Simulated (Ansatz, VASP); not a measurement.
## ScAl3 in two plane-wave programs

Aim: how closely do two programs agree when they are given the same cell, functional and k mesh?

Program: Ansatz 0.2.0. Level of theory: plane waves, with VASP 6.6.1 beside it; relaxation of cell and atoms at PBE. Results are calculated unless marked as measured.

### 1. Set-up

It takes space group Pm-3m (No. 221, cubic). Conventional cell: a = 4.088 Å, b = 4.088 Å, c = 4.088 Å, α = 90.00°, β = 90.00°, γ = 90.00°. Nearest to Sc lie 12 Al at 2.89 Å. Nearest to Al lie 4 Sc at 2.89 Å and 8 Al at 2.89 Å. Farther neighbours are not listed.

### 2. Ansatz: relaxation of cell and atoms, PBE

Ansatz runs on its default PAW (the set named soft_2) files.

The relaxed volume is the usual yardstick between codes: its relative difference is about their pressure difference at one cell divided by the bulk modulus.

Input file input.yaml:

```yaml
crystal:
  lattice:
    - [4.08780657, 0.0, 0.0]
    - [0.0, 4.08780657, 0.0]
    - [0.0, 0.0, 4.08780657]
  atoms:
    - { symbol: Sc, position: [0.0, 0.0, 0.0] }
    - { symbol: Al, position: [0.5, 0.5, 0.0] }
    - { symbol: Al, position: [0.0, 0.5, 0.5] }
    - { symbol: Al, position: [0.5, 0.0, 0.5] }
hamiltonian:
  xc: pbe
  pseudopotentials: { kind: paw }
kpoints:
  mp_grid: { grid: [6, 6, 6] }
scf:
  occupations: { method: methfessel_paxton, width: 0.15 }
relax:
  f_tol: 0.01
  max_steps: 60
  cell: { stress_tol: 0.05 }
output:
  forces: true
  stress: true
```

Run with:

```
$ ansatz run input.yaml --threads 4 --pin off --max-ram 9216MiB --backend cpu --events-out ev --progress --plain --runs-dir out
```

Numbers of over 12 decimals in the logs are rounded to 6 here.

Log:

```text
Engine: ansatz 0.2.0, aarch64-unknown-linux-gnu
Pseudopotentials: kind: paw
Pseudopotential: Sc, paw, valence charge 11, recommended cutoff 420 eV (normal), Sc.paw.azcp
Pseudopotential: Al, paw, valence charge 3, recommended cutoff 420 eV (normal), Al.paw.azcp
Functional definition: PBE
  parameter kappa = 0.804
  parameter beta = 0.066725
  exchange = pbe_x(kappa = kappa, mu = beta*pi^2/3)
  correlation = pbe_c(beta = beta)
Crystal: 4 atoms, lattice volume = 68.308 Å³
Basis set: ecut = 420 eV, 1357 PW (Γ), exchange–correlation on 60×60×60 points (8 copies of the dense FFT grid, shifted against one another)
Bands: 14, of which v1, the nominal top of the filled ones, is band 10 counted from 1 (9 counted from 0)
Symmetry: 48 space group operations
Space group: Pm-3m (ITA 221), of the structure as read, at distance tolerance 4.1e-5 Å
k-points: 20 of 216
Non-local potential: Sc, projectors of the file, l = 0: 3, l = 1: 2, l = 2: 3, l = 3: 1
Non-local potential: Al, projectors of the file, l = 0: 2, l = 1: 2, l = 2: 1
PAW form: soft (Blöchl's): semilocal exchange-correlation on the pseudo side does not see the compensation charge
PAW one-centre angular grid: Sc, 590 points (default); XC on 64 Gauss nodes
PAW one-centre angular grid: Al, 110 points (default); XC on 64 Gauss nodes
Initial density: superposition of atomic densities (neutral atoms: chi_scale 0, normalization atom), corrected by the library's trained network
Initial wavefunctions: pseudopotential atomic-orbital guess
Functional: x = pbe(κ = 0.804, μ = 0.219515), c = pbe(β = 0.066725)
SCF iter   1: F=—  HF=-3750.118891 eV  |F-HF|=—  |Δ(HF+E_count)|=         —  Δρ=2.33e-3  dr2=9.81e-3  ethr=1.77e-3  ⟨swp⟩=5.0  Hψ=1585  notcnv=0
preconditioner: auto → Resta (q_TF=auto, 2.223 Å⁻¹)  ε∞=8.9  [insulator: Δε(μ)=0.132 eV  Ē_g=5.551 eV  σ=0.150 eV  W_gap=0.60  n_scr=18 (ndim 8)  ℏωp=15.6 eV  f_vac=0.000  D(μ)=2.43/eV (n_scr^D=18)  ε∞_Penn≈8.9]
SCF iter   2: F=—  HF=-3750.116860 eV  |F-HF|=—  |Δ(HF+E_count)|=   2.03e-3  S|Δr|=    0.00e0  Δρ=1.10e-3  dr2=1.21e-3  ethr=4.90e-5  ⟨swp⟩=1.0  Hψ=440  notcnv=0
SCF iter   3: F=—  HF=-3750.116634 eV  |F-HF|=—  |Δ(HF+E_count)|=   2.27e-4  S|Δr|=    0.00e0  Δρ=4.59e-4  dr2=2.55e-4  ethr=6.05e-6  ⟨swp⟩=2.0  Hψ=461  notcnv=0
SCF iter   4: F=—  HF=-3750.116586 eV  |F-HF|=—  |Δ(HF+E_count)|=   4.80e-5  S|Δr|=    0.00e0  Δρ=7.84e-5  dr2=4.32e-6  ethr=1.27e-6  ⟨swp⟩=2.0  Hψ=385  notcnv=0
SCF iter   5: F=—  HF=-3750.116628 eV  |F-HF|=—  |Δ(HF+E_count)|=   4.25e-5  S|Δr|=    0.00e0  Δρ=1.14e-5  dr2=6.82e-8  ethr=5.00e-10  ⟨swp⟩=3.0  Hψ=1049  notcnv=0
SCF iter   6: F=-3750.116628 eV  HF=-3750.116628 eV  |F-HF|=5.28e-11  |Δ(HF+E_count)|=   2.25e-9  S|Δr|=    0.00e0  Δρ=9.79e-7  dr2=3.32e-10  ethr=3.41e-10  ⟨swp⟩=2.0  Hψ=982  notcnv=0
SCF 1 converged in 6 iterations: F = -3750.116628 eV  dr2 = 3.32e-10
  greatest PAW one-centre occupation: 0.998 electrons in one spin orbital (limit 2), on the Sc atom at site 0 (counted from 0), in its partial waves of l = 0
relax step   1: F+E_penalty+E_count = -3750.11662814 eV  Δ(F+E_penalty+E_count) = +0.000e0 eV  max|allowed force component| = 6.615e-31 eV/Å  Δτ_max = 0.0000 Å  P = +1.060 GPa  Ω = 68.308 Å³  (6 SCF iters, dr2 threshold 1.00e-7 eV, accepted)
[...]
relax step   2: F+E_penalty+E_count = -3750.11761365 eV  Δ(F+E_penalty+E_count) = -9.855e-4 eV  max|allowed force component| = 1.849e-31 eV/Å  Δτ_max = 0.0000 Å  P = -0.680 GPa  Ω = 69.699 Å³  energy of the carried Pulay correction = -5.210e-4 eV  (5 SCF iters, dr2 threshold 4.00e-7 eV, accepted)
[...]
relax step   3: F+E_penalty+E_count = -3750.11902214 eV  Δ(F+E_penalty+E_count) = -1.408e-3 eV  max|allowed force component| = 3.225e-31 eV/Å  Δτ_max = 0.0000 Å  P = -0.014 GPa  Ω = 69.149 Å³  energy of the carried Pulay correction = -3.160e-4 eV  (4 SCF iters, dr2 threshold 4.00e-7 eV, accepted)
[...]
relax step   4: F+E_penalty+E_count = -3750.11937929 eV  Δ(F+E_penalty+E_count) = -3.572e-4 eV  max|allowed force component| = 2.547e-31 eV/Å  Δτ_max = 0.0000 Å  P = -0.009 GPa  Ω = 69.149 Å³  stress off target by 8.76e-3 GPa  SCF on the basis re-selected at this cell (its energy is not comparable with the rows above)  (5 SCF iters)
basis re-selected at this cell: Δ(F+E_penalty+E_count) = -3.572e-4 eV, ΔP = +0.006 GPa vs the last step (what re-selecting the basis moved, of the pressure what is left beyond the Pulay correction that the steps carried, after the strain that the cell walked since its last selection, with what the two solves' SCF thresholds leave and, on support functions, any second-order correction that the steps lacked; it is no m [...]
SCF converged after 5 iterations
Stability not checked: this state was not tested for a lower state beside it, because cold or Methfessel-Paxton smearing, or corrected tetrahedra, fill the levels in a way that the test cannot read (fill_not_monotonic; see scf.lower_state_search)
Free energy (F): -3750.119379 eV
Harris-Foulkes:  -3750.119379 eV  (|F-HF|=7.28e-12)
Internal energy: -3750.115808 eV  (E = F + TS)
E sigma→0 (E₀):  -3750.118486 eV
Entropy (-TS):   -0.003571 eV (-0.893 meV/atom)
Fermi energy:    9.247145 eV
Step filling:    the computed levels leave a gap of 0.0238 eV = 0.2 smearing widths at the electron count; against every level under it full and every level over it empty, smearing changes F+E_penalty+E_count by -2.672 meV and its σ→0 estimate by -1.779 meV
--- Per-component energies (eV) ---
  E_band       = -127.753535
  E_kinetic    = 332.545878
  E_local      = -1011.142246  (includes V_loc(G=0)·N_el)
  E_nonlocal   = 114.701457
  E_hartree    = 391.165014
  E_xc         = -224.839620
  E_vxc        = -217.832987  (∫ρ·V_xc dr)
  E_paw        = -2358.456482  (= ΣΔE_a)
  E_vpaw       = -128.355553  (= ΣTr[D̂ρ^β])
  E_aug_tail   = 0.000003  (compensation charges beyond the density's cutoff)
  E_ewald      = -994.089812
  E_smearing   = -0.003571  (= −TS)
  E_closure    = -0.000000  (closes the sum)
  Σ components = -3750.119379   (vs F -3750.119379, Δ=0.00e0)
--- Forces (eV/Å), atoms counted from 1 ---
  atom   1  Sc     0.00000000    -0.00000000    -0.00000000
  atom   2  Al     0.00000000     0.00000000     0.00000000
  atom   3  Al    -0.00000000     0.00000000    -0.00000000
  atom   4  Al    -0.00000000     0.00000000    -0.00000000
  max |Σ_I F_I| component: 1.64e-31 eV/Å
--- Stress (GPa, compression-positive) ---
       -0.008762       0.000000       0.000000
        0.000000      -0.008762       0.000000
        0.000000       0.000000      -0.008762
  P = ⅓ Tr σ = -0.0088 GPa (-0.088 kbar)
--- Relaxed structure (3 steps of the walk, 3 accepted, 1 SCFs on fresh bases) ---
  F+E_penalty+E_count = -3750.11937929 eV   max|allowed force component| = 2.547e-31 eV/Å   (the final SCF, on the basis selected at the relaxed cell)
  cell:  # Å, volume = 69.1487 Å³
    - [4.104509, 0, 0]
    - [0, 4.104509, 0.0]
    - [0, 0.0, 4.104509]
  atoms:
    - { symbol: Sc, position: [0, 0, 0] }
    - { symbol: Al, position: [0.5, 0.5, 0] }
    - { symbol: Al, position: [0, 0.5, 0.5] }
    - { symbol: Al, position: [0.5, 0, 0.5] }
```

It took 2.9 s on 4 threads of Arm Neoverse N1, shared host; peak memory 0.35 GiB; 9.2 s of CPU time.

### 3. VASP: relaxation of cell and atoms, PBE

The same cell, functional, mesh and smearing now go to VASP, with its own data sets and cutoff.

Lines of VASP's logs that name or quote its potential files are left out, and so is its time.

Input file INCAR:

```
SYSTEM = ScAl3
PREC = Accurate
ENCUT = 350
EDIFF = 1E-06
NELM = 120
ISMEAR = 1
SIGMA = 0.15
LREAL = .FALSE.
ALGO = Normal
GGA = PE
NBANDS = 16
LASPH = .TRUE.
LORBIT = 11
LWAVE = .FALSE.
LCHARG = .FALSE.
KPAR = 8
IBRION = 2
NSW = 40
ISIF = 3
EDIFFG = -0.02
POTIM = 0.4
```

Input file POSCAR:

```
ScAl3
1.0
    4.0878065700      0.0000000000      0.0000000000
    0.0000000000      4.0878065700      0.0000000000
    0.0000000000      0.0000000000      4.0878065700
Sc Al
1 3
Direct
    0.0000000000      0.0000000000      0.0000000000
    0.5000000000      0.5000000000      0.0000000000
    0.0000000000      0.5000000000      0.5000000000
    0.5000000000      0.0000000000      0.5000000000
```

Input file KPOINTS:

```
Automatic mesh
0
Gamma
6 6 6
0 0 0
```

The projector-augmented-wave data sets are Sc_sv and Al (PBE family, release 64).

Run with:

```
$ mpirun -np 8 vasp_std
```

Log:

```text
[banner, memory and clock lines left out]
running    8 mpi-ranks, on    1 nodes
 distrk:  each k-point on    1 cores,    8 groups
 distr:  one band on    1 cores,    1 groups

 POSCAR found type information on POSCAR ScAl
 POSCAR found :  2 types and       4 ions
|                                                                             |
|           W    W    AA    RRRRR   N    N  II  N    N   GGGG   !!!           |
|           W    W   A  A   R    R  NN   N  II  NN   N  G    G  !!!           |
|           W    W  A    A  R    R  N N  N  II  N N  N  G       !!!           |
|           W WW W  AAAAAA  RRRRR   N  N N  II  N  N N  G  GGG   !            |
|           WW  WW  A    A  R   R   N   NN  II  N   NN  G    G                |
|           W    W  A    A  R    R  N    N  II  N    N   GGGG   !!!           |
|                                                                             |
|     For optimal performance we recommend to set                             |
|       NCORE = 2 up to number-of-cores-per-socket                            |
|     NCORE specifies how many cores store one orbital (NPAR=cpu/NCORE).      |
|     This setting can greatly improve the performance of VASP for DFT.       |
|     The default, NCORE=1 might be grossly inefficient on modern             |
|     multi-core architectures or massively parallel machines. Do your        |
|     Unfortunately you need to use the default for GW and RPA                |
|     calculations (for HF NCORE is supported but not extensively tested      |
|     yet).                                                                   |
|                                                                             |

 LDA part: xc-table for (Slater+PW92), standard interpolation
 POSCAR, INCAR and KPOINTS ok, starting setup
 FFT: planning ... GRIDC
 FFT: planning ... GRID_SOFT
 FFT: planning ... GRID
 WAVECAR not read
 entering main loop
       N       E                     dE             d eps       ncg     rms          rms(c)
DAV:   1     0.845698918379E+02    0.84570E+02   -0.68673E+03   648   0.833E+02
DAV:   2    -0.159611536591E+02   -0.10053E+03   -0.98388E+02   664   0.272E+02
DAV:   3    -0.201787806842E+02   -0.42176E+01   -0.41490E+01   952   0.489E+01
DAV:   4    -0.202633657903E+02   -0.84585E-01   -0.84551E-01   824   0.827E+00
DAV:   5    -0.202660057896E+02   -0.26400E-02   -0.26400E-02  1008   0.134E+00    0.888E+00
DAV:   6    -0.193427834505E+02    0.92322E+00   -0.43353E+00  1056   0.219E+01    0.313E+00
DAV:   7    -0.192981083930E+02    0.44675E-01   -0.89506E-02   816   0.229E+00    0.180E+00
DAV:   8    -0.192762087482E+02    0.21900E-01   -0.31072E-02  1000   0.139E+00    0.225E-01
DAV:   9    -0.192759142857E+02    0.29446E-03   -0.23933E-03   816   0.519E-01    0.112E-01
DAV:  10    -0.192758660856E+02    0.48200E-04   -0.18696E-04  1064   0.135E-01    0.717E-02
DAV:  11    -0.192758666189E+02   -0.53337E-06   -0.15753E-05  1000   0.255E-02    0.299E-02
DAV:  12    -0.192758615764E+02    0.50426E-05   -0.37886E-05  1072   0.658E-02    0.365E-03
DAV:  13    -0.192758615041E+02    0.72314E-07   -0.18936E-06   640   0.155E-02
   1 F= -.19275862E+02 E0= -.19275035E+02  d E =-.192759E+02
 curvature:   0.00 expect dE= 0.000E+00 dE for cont linesearch  0.000E+00
 trial: gam= 0.00000 g(F)=  0.000E+00 g(S)=  0.461E-02 ort = 0.000E+00 (trialstep = 0.100E+01)
 search vector abs. value=  0.461E-02
 bond charge predicted
       N       E                     dE             d eps       ncg     rms          rms(c)
DAV:   1    -0.192950298365E+02   -0.19168E-01   -0.45592E-01   800   0.919E+00    0.104E+00
DAV:   2    -0.192797015282E+02    0.15328E-01   -0.11570E-01   944   0.402E+00    0.202E-01
DAV:   3    -0.192783761054E+02    0.13254E-02   -0.48944E-03  1024   0.525E-01    0.124E-01
DAV:   4    -0.192779934042E+02    0.38270E-03   -0.99362E-04   808   0.254E-01    0.425E-02
DAV:   5    -0.192779832216E+02    0.10183E-04   -0.88698E-05  1032   0.979E-02    0.197E-02
DAV:   6    -0.192779791325E+02    0.40891E-05   -0.12915E-05   992   0.336E-02    0.600E-03
DAV:   7    -0.192779789681E+02    0.16441E-06   -0.42383E-07   376   0.495E-03
   2 F= -.19277979E+02 E0= -.19276856E+02  d E =-.211746E-02
 trial-energy change:   -0.002117  1 .order   -0.002118   -0.004606    0.000369
 step:   0.9258(harm=  0.9258)  dis= 0.00000  next Energy=   -19.277994 (dE=-0.213E-02)
 reached required accuracy - stopping structural energy minimisation
```

Parts of OUTCAR (step 3):

```text
ion  position               nearest neighbor table
   1  0.000  0.000  0.000-   2 2.89   3 2.89   4 2.89   3 2.89   4 2.89   2 2.89   3 2.89   3 2.89
                             2 2.89   4 2.89   4 2.89   2 2.89
   2  0.500  0.500  0.000-   1 2.89   3 2.89   4 2.89   3 2.89   4 2.89   1 2.89   4 2.89   4 2.89
                             1 2.89   3 2.89   3 2.89   1 2.89
   3  0.000  0.500  0.500-   1 2.89   2 2.89   4 2.89   1 2.89   2 2.89   1 2.89   4 2.89   1 2.89
                             2 2.89   4 2.89   2 2.89   4 2.89
   4  0.500  0.000  0.500-   1 2.89   2 2.89   3 2.89   1 2.89   2 2.89   2 2.89   3 2.89   2 2.89
                             1 2.89   3 2.89   1 2.89   3 2.89

  LATTYP: Found a simple cubic cell.
 ALAT       =     4.0878065700

 Subroutine GETGRP returns: Found 48 space group operations
 (whereof 48 operations were pure point group operations)

The static configuration has the point symmetry O_h .

 Found     20 irreducible k-points:

   k-points           NKPTS =     20   k-points in BZ     NKDIM =     20   number of bands    NBANDS=     16

   dimension x,y,z NGX =    28 NGY =   28 NGZ =   28
   dimension x,y,z NGXF=    56 NGYF=   56 NGZF=   56

   ENCUT  =  350.0 eV  25.72 Ry    5.07 a.u.   6.24  6.24  6.24*2*pi/ulx,y,z

   NELECT =      20.0000    total number of electrons

 k-points in reciprocal lattice and weights: Automatic mesh
   0.00000000  0.00000000  0.00000000       0.005
   0.16666667  0.00000000  0.00000000       0.028
   0.33333333  0.00000000  0.00000000       0.028
   0.50000000  0.00000000  0.00000000       0.014
   0.16666667  0.16666667  0.00000000       0.056
   0.33333333  0.16666667  0.00000000       0.111
   0.50000000  0.16666667  0.00000000       0.056
   0.33333333  0.33333333  0.00000000       0.056
   0.50000000  0.33333333  0.00000000       0.056
[...]
0.50000000  0.50000000  0.33333333       0.028
   0.50000000  0.50000000  0.50000000       0.005

 average (electrostatic) potential at core
       1 -43.3519       2 -73.2402       3 -73.2402       4 -73.2402

 E-fermi :   7.3056

 k-point     1 :       0.0000    0.0000    0.0000
  band No.  band energies     occupation
    ...
      6       4.5598      2.00000
      7       4.5598      2.00000
      8       5.3644      2.00000
      9       5.3644      2.00000
     10       5.3644      2.00000
     11       8.4472     -0.00000
     12       8.4680     -0.00000
     13       8.4680     -0.00000
     14       8.4680     -0.00000
     15      11.8574      0.00000
    ...

 k-point     2 :       0.1667    0.0000    0.0000
  band No.  band energies     occupation
    ...
      6       3.0251      2.00000
      7       4.7587      2.00000
      8       5.3964      2.00000
      9       5.3964      2.00000
     10       6.3211      2.00000
     11       8.3357     -0.00000
     12       8.3357     -0.00000
     13       8.5436     -0.00000
     14       9.3493     -0.00000
     15      10.3871      0.00000
    ...

 k-point     3 :       0.3333    0.0000    0.0000
  band No.  band energies     occupation
    ...
      5      -1.8114      2.00000
      6       1.1513      2.00000
      7       5.2908      2.00000
      8       5.4518      2.00000
      9       5.4518      2.00000
     10       7.4505     -0.04259
     11       8.1809     -0.00000
     12       8.1809     -0.00000
     13       8.7064     -0.00000
     14       8.7803     -0.00000
    ...

  Total       -0.0319871     -0.0319871     -0.0319871     -0.0000000     -0.0000000     -0.0000000
  in kB       -0.7416673     -0.7416673     -0.7416673     -0.0000000     -0.0000000     -0.0000000
  external PRESSURE =      -0.7416673 kB  Pullay stress =       0.0000000 kB

  energy-cutoff  :      350.00
  volume of cell :       69.10
      direct lattice vectors                 reciprocal lattice vectors
     4.103540324 -0.000000000  0.000000000     0.243692013  0.000000000  0.000000000
    -0.000000000  4.103540324  0.000000000     0.000000000  0.243692013  0.000000000
     0.000000000 -0.000000000  4.103540324     0.000000000  0.000000000  0.243692013

 POSITION                                       TOTAL-FORCE (eV/Angst)
 -----------------------------------------------------------------------------------
      0.00000      0.00000      0.00000        -0.000000      0.000000      0.000000
      2.05177      2.05177      0.00000        -0.000000     -0.000000      0.000000
     -0.00000      2.05177      2.05177         0.000000     -0.000000      0.000000
      2.05177     -0.00000      2.05177        -0.000000     -0.000000      0.000000
 -----------------------------------------------------------------------------------
    total drift:                               -0.000000     -0.000000     -0.000000

  FREE ENERGIE OF THE ION-ELECTRON SYSTEM (eV)
  ---------------------------------------------------
  free  energy   TOTEN  =       -19.2779789681 eV

  energy  without entropy=      -19.2746112151  energy(sigma->0) =      -19.27685638

 reached required accuracy - stopping structural energy minimisation

 total charge
# of ion       s       p       d       tot
------------------------------------------
    1        2.183   6.136   1.283   9.602
    2        0.416   0.378   0.000   0.794
    3        0.416   0.378   0.000   0.794
    4        0.416   0.378   0.000   0.794
--------------------------------------------------
tot          3.431   7.271   1.283  11.984

[... 3 further parts left out ...]
```

### 4. Side by side

Known differences besides the potentials themselves: both relaxations stop at a tolerance, which leaves soft axes loose, and VASP keeps its plane-wave basis; the cutoff is 420 eV in Ansatz and 350 eV in VASP; Ansatz adds a Pulay correction to the stress that steers its cell, VASP none. Total energies have different zeros and are not compared.

The two programs side by side:

| quantity | Ansatz | VASP | difference |
| --- | --- | --- | --- |
| volume (Å³) | 69.15 | 69.10 | +0.07 % |
| edge a after relaxation, in the typed setting (Å) | 4.104 | 4.104 | +0.02 % |

The walks stopped with -0.01 GPa left in Ansatz and -0.07 GPa in VASP; each walk ends within a tolerance, so the volume difference is uncertain by about these residues over the bulk modulus, most in soft cells.

### 5. Summary of results

* difference in volume (relaxation of cell and atoms, PBE): 0.071 %

In words: The difference in volume is 0.071 % (relaxation of cell and atoms, PBE), within the 1.2 % picked in this series as the mark of a large difference, as far as the stopping tolerances let one tell. How closely two codes agree says nothing of how well the functional describes the real material.

[Lines on the potential files, build, host, timing and source positions are cut from VASP's logs without a mark.]

[Logs are printed without paths, hosts, clocks, repeated set-up lines and the standing remarks that a program may print on its own settings, such as how far it seeks lower states.]

[Hosts, paths, dates, database ids (printed as entryN), source tags and the programs' standing remarks are cut or masked in the printed files.]
